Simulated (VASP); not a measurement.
Method: vdW-DF2, VASP's PBE PAW potentials (set 64) (plane waves; VASP).

The input files of a VASP run:

### KPOINTS
```
Automatic mesh
0
Gamma
6 6 3
0 0 0
```

File POSCAR:
```
SnSe2
1
    1.9165081878    -3.3194897697     0.0000000000
    1.9165081878     3.3194897697    -0.0000000000
    0.0000000000     0.0000000000     6.2366366453
Sn Se
1 2
Direct
  1.0000000000   0.0000000000   0.0000000000
  0.3333330000   0.6666670000   0.2525926707
  0.6666670000   0.3333330000   0.7474073293
```

INCAR:
```
# general
SYSTEM   = SnSe2
PREC     = Accurate
ENCUT    = 520
LREAL    = F   # projection in real space or not
LASPH    = T   # aspherical one-centre terms

# electronic loop
EDIFF    = 1E-6   # SCF stop (eV)
NELM     = 100
ALGO     = Normal
LMAXMIX  = 4   # l cut-off of mixed one-centre charges

# smearing
ISMEAR   = 0   # Gaussian
SIGMA    = 0.05   # width (eV)

# functional
GGA      = ML
LUSE_VDW = T
AGGAC    = 0.0
ZAB_VDW  = -1.8867

# ions
IBRION   = 2   # conjugate gradients
NSW      = 60
ISIF     = 3   # ions, shape and volume
EDIFFG   = -0.02   # ionic stop

# output
LWAVE    = F
LCHARG   = F
```

POTCAR, in this order: Sn_d Se (PBE.64 set). Program: vasp_std.

Output of the run:

OSZICAR:
```
       N       E                     dE             d eps       ncg     rms          rms(c)
DAV:   1     0.202404690513E+03    0.20240E+03   -0.12540E+04   586   0.173E+03
DAV:   2     0.173165623682E+02   -0.18509E+03   -0.18191E+03   620   0.393E+02
DAV:   3    -0.378221267402E+01   -0.21099E+02   -0.20314E+02   762   0.122E+02
DAV:   4    -0.450243745050E+01   -0.72022E+00   -0.71960E+00   679   0.233E+01
DAV:   5    -0.452010503528E+01   -0.17668E-01   -0.17663E-01   886   0.375E+00    0.448E+00
DAV:   6    -0.413777578306E+01    0.38233E+00   -0.11205E+00   833   0.940E+00    0.291E+00
DAV:   7    -0.413481131711E+01    0.29645E-02   -0.21125E-01   658   0.261E+00    0.111E+00
DAV:   8    -0.413915861184E+01   -0.43473E-02   -0.14315E-02   693   0.122E+00    0.355E-01
DAV:   9    -0.414056629247E+01   -0.14077E-02   -0.37501E-03   664   0.550E-01    0.889E-02
DAV:  10    -0.414053008795E+01    0.36205E-04   -0.20309E-04   782   0.135E-01    0.411E-02
DAV:  11    -0.414056372760E+01   -0.33640E-04   -0.69222E-05   620   0.779E-02    0.183E-02
DAV:  12    -0.414056162863E+01    0.20990E-05   -0.26736E-06   721   0.144E-02    0.711E-03
DAV:  13    -0.414056078654E+01    0.84210E-06   -0.11018E-06   356   0.105E-02
   1 F= -.41405608E+01 E0= -.41405608E+01  d E =-.414056E+01
       N       E                     dE             d eps       ncg     rms          rms(c)
DAV:   1    -0.104969678274E+02   -0.63564E+01   -0.18562E+02   730   0.252E+02    0.129E+01
DAV:   2    -0.587267240743E+01    0.46243E+01   -0.88215E+00   717   0.429E+01    0.619E+00
DAV:   3    -0.438674702339E+01    0.14859E+01   -0.53973E+00   746   0.291E+01    0.108E+00
DAV:   4    -0.435409548111E+01    0.32652E-01   -0.20126E-01   606   0.472E+00    0.510E-01
DAV:   5    -0.433318431646E+01    0.20911E-01   -0.16411E-02   788   0.108E+00    0.176E-01
DAV:   6    -0.433111543165E+01    0.20689E-02   -0.29203E-03   617   0.764E-01    0.554E-02
DAV:   7    -0.433105803221E+01    0.57399E-04   -0.24871E-04   779   0.188E-01    0.263E-02
DAV:   8    -0.433105837604E+01   -0.34383E-06   -0.19729E-05   594   0.415E-02    0.502E-03
DAV:   9    -0.433105763064E+01    0.74541E-06   -0.18674E-06   437   0.185E-02
   2 F= -.43310576E+01 E0= -.43307014E+01  d E =-.190497E+00
       N       E                     dE             d eps       ncg     rms          rms(c)
DAV:   1    -0.536621508278E+01   -0.10352E+01   -0.22114E+01   720   0.614E+01    0.543E+00
DAV:   2    -0.459436301654E+01    0.77185E+00   -0.15516E+00   722   0.195E+01    0.232E+00
DAV:   3    -0.441189467910E+01    0.18247E+00   -0.60664E-01   721   0.107E+01    0.538E-01
DAV:   4    -0.440593852139E+01    0.59562E-02   -0.21860E-02   736   0.140E+00    0.249E-01
DAV:   5    -0.440418114068E+01    0.17574E-02   -0.14046E-03   751   0.316E-01    0.804E-02
DAV:   6    -0.440410911870E+01    0.72022E-04   -0.19254E-04   755   0.129E-01    0.227E-02
DAV:   7    -0.440410707687E+01    0.20418E-05   -0.15304E-05   677   0.309E-02    0.561E-03
DAV:   8    -0.440410531572E+01    0.17611E-05   -0.15180E-06   526   0.142E-02    0.152E-03
DAV:   9    -0.440410538816E+01   -0.72434E-07   -0.21249E-07   292   0.433E-03
   3 F= -.44041054E+01 E0= -.44041053E+01  d E =-.263545E+00
       N       E                     dE             d eps       ncg     rms          rms(c)
DAV:   1    -0.442456715896E+01   -0.20462E-01   -0.56572E-01   583   0.645E+00    0.640E-01
DAV:   2    -0.441456456325E+01    0.10003E-01   -0.27244E-02   716   0.152E+00    0.371E-01
DAV:   3    -0.441095765277E+01    0.36069E-02   -0.86595E-03   703   0.994E-01    0.114E-01
DAV:   4    -0.441069635531E+01    0.26130E-03   -0.86133E-04   727   0.347E-01    0.405E-02
DAV:   5    -0.441068673119E+01    0.96241E-05   -0.14458E-04   660   0.116E-01    0.122E-02
DAV:   6    -0.441068571611E+01    0.10151E-05   -0.18961E-05   622   0.590E-02    0.555E-03
DAV:   7    -0.441068621020E+01   -0.49410E-06   -0.19987E-06   487   0.126E-02
   4 F= -.44106862E+01 E0= -.44106845E+01  d E =-.658082E-02
       N       E                     dE             d eps       ncg     rms          rms(c)
DAV:   1    -0.442264647618E+01   -0.11961E-01   -0.42690E-01   584   0.555E+00    0.554E-01
DAV:   2    -0.441517747244E+01    0.74690E-02   -0.20487E-02   717   0.133E+00    0.322E-01
DAV:   3    -0.441245719199E+01    0.27203E-02   -0.66004E-03   709   0.870E-01    0.984E-02
DAV:   4    -0.441226533622E+01    0.19186E-03   -0.65419E-04   736   0.295E-01    0.356E-02
DAV:   5    -0.441225810423E+01    0.72320E-05   -0.10737E-04   661   0.993E-02    0.107E-02
DAV:   6    -0.441225737656E+01    0.72767E-06   -0.14522E-05   622   0.520E-02    0.489E-03
DAV:   7    -0.441225777610E+01   -0.39954E-06   -0.13976E-06   342   0.110E-02
   5 F= -.44122578E+01 E0= -.44122152E+01  d E =-.815239E-02
```

File OUTCAR:
```
------------------------ aborting loop because EDIFF is reached ----------------------------------------
  FORCE on cell =-STRESS in cart. coord.  units (eV):
  Direction    XX          YY          ZZ          XY          YZ          ZX
  --------------------------------------------------------------------------------------
  Total        0.0001853      0.0001853      0.0340796      0.0000000      0.0000000      0.0000000
  in kB        0.0032880      0.0032880      0.6045970      0.0000000      0.0000000      0.0000000
  external PRESSURE =       0.2037244 kB  Pullay stress =       0.0000000 kB
  volume of cell :       90.31
      direct lattice vectors                 reciprocal lattice vectors
     2.021055667 -3.500571352 -0.000000000     0.247395462 -0.142833826 -0.000000000
     2.021055667  3.500571352  0.000000000     0.247395462  0.142833826 -0.000000000
     0.000000000  0.000000000  6.382509770     0.000000000 -0.000000000  0.156678178
 POSITION                                       TOTAL-FORCE (eV/Angst)
 -----------------------------------------------------------------------------------
      2.02106      3.50057      6.38251         0.000000      0.000000      0.000000
      2.02106      1.16686      1.62764        -0.000000     -0.000000      0.001698
      2.02106     -1.16686      4.75487         0.000000     -0.000000     -0.001698
 -----------------------------------------------------------------------------------
    total drift:                                0.000000      0.000000      0.000000
  FREE ENERGIE OF THE ION-ELECTRON SYSTEM (eV)
  ---------------------------------------------------
  free  energy   TOTEN  =        -4.4122577761 eV

  energy  without entropy=       -4.4121725646  energy(sigma->0) =       -4.41221517

 reached required accuracy - stopping structural energy minimisation
```
(Selected blocks of OUTCAR.)

File CONTCAR:
```
SnSe2
   1.00000000000000
     2.0210556672466549   -3.5005713516654868   -0.0000000000000000
     2.0210556672466549    3.5005713516654868    0.0000000000000000
     0.0000000000000000    0.0000000000000000    6.3825097704154974
  Sn              Se
     1     2
Direct
     0.0000000000000000    1.0000000000000000    1.0000000000000000
     0.3333330000000032    0.6666669999999968    0.2550163408723840
     0.6666669999999968    0.3333330000000032    0.7449836591276161
```

### OUTCAR
```
 val. band max:        2.6829296605   @ k =   0.1667  -0.0000   0.0000

 cond. band min:       2.8460853025   @ k =   0.0000   0.0000   0.0000


 Fermi energy:         2.7765003104

 k-point     1 :       0.0000    0.0000    0.0000
  band No.  band energies     occupation
      1     -18.5893      2.00000
      2     -18.5893      2.00000
      3     -18.5594      2.00000
      4     -18.5578      2.00000
      5     -18.5578      2.00000
      6     -10.2916      2.00000
      7      -9.1159      2.00000
      8      -3.2024      2.00000
      9       2.1147      2.00000
     10       2.1147      2.00000
     11       2.3394      2.00000
     12       2.3394      2.00000
     13       2.6475      1.99974
     14       2.8461      0.04905
     15       5.5274      0.00000
     16       6.8737      0.00000
     17       6.8737      0.00000

 k-point     2 :       0.1667   -0.0000    0.0000
  band No.  band energies     occupation
      1     -18.5947      2.00000
      2     -18.5850      2.00000
      3     -18.5607      2.00000
      4     -18.5567      2.00000
      5     -18.5556      2.00000
      6     -10.0958      2.00000
      7      -9.0188      2.00000
      8      -3.2481      2.00000
      9       0.5090      2.00000
     10       1.3736      2.00000
     11       1.4871      2.00000
     12       2.5665      2.00000
     13       2.6829      1.99187
     14       4.0773      0.00000
     15       6.0616      0.00000
     16       6.8613      0.00000
     17       7.1820      0.00000

 k-point     3 :       0.3333    0.0000    0.0000
  band No.  band energies     occupation
      1     -18.6071      2.00000
      2     -18.5792      2.00000
      3     -18.5655      2.00000
      4     -18.5519      2.00000
      5     -18.5473      2.00000
      6      -9.5983      2.00000
      7      -8.8594      2.00000
      8      -3.6452      2.00000
      9      -0.5090      2.00000
     10       0.3801      2.00000
     11       0.8359      2.00000
...
```

Energy and stress use the plane-wave basis of the starting cell. Unless said otherwise, spin-orbit coupling is left out, though it shifts the bands of the heavy elements here.

The compound is SnSe2 in the 1T layered structure. This run relaxes it. Symmetry was kept, so distortions that lower it aren't found.
